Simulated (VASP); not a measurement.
Data:

```
AlCo
1.0
    2.86000     0.00000     0.00000
    0.00000     2.86000     0.00000
    0.00000     0.00000     2.86000
Al Co
1 1
Direct
  0.50000   0.50000   0.50000
  0.00000   0.00000   0.00000
```

Level of theory: rev-vdW-DF2, VASP's PBE PAW potentials (set 64) (plane waves; VASP 6.6.1). Settings: 520 eV cut-off, 11×11×11 Γ-centred mesh, first-order Methfessel-Paxton smearing of 0.10 eV, potentials Al Co.

Energy and stress use the plane-wave basis of the starting cell.

Q: The ions, cell shape and volume are relaxed. Which structure does the run end with?

A: 
```
AlCo
1.0
    2.83621     0.00000     0.00000
    0.00000     2.83621     0.00000
    0.00000     0.00000     2.83621
Al Co
1 1
Direct
  0.50000   0.50000   0.50000
  0.00000   0.00000   0.00000
```
Space group Pm-3m (221), at a tolerance of 0.03 Å.

Q: How do energy and volume change from the first to the last step?

A: The energy (σ→0) changes by -4.0 meV/atom and the volume by -2.5 %, in 3 ionic steps.

The compound is CoAl in the CsCl type structure. This run relaxes it. Symmetry was kept, so distortions that lower it aren't found. The run is not spin-polarised, so no magnetic state was tried.
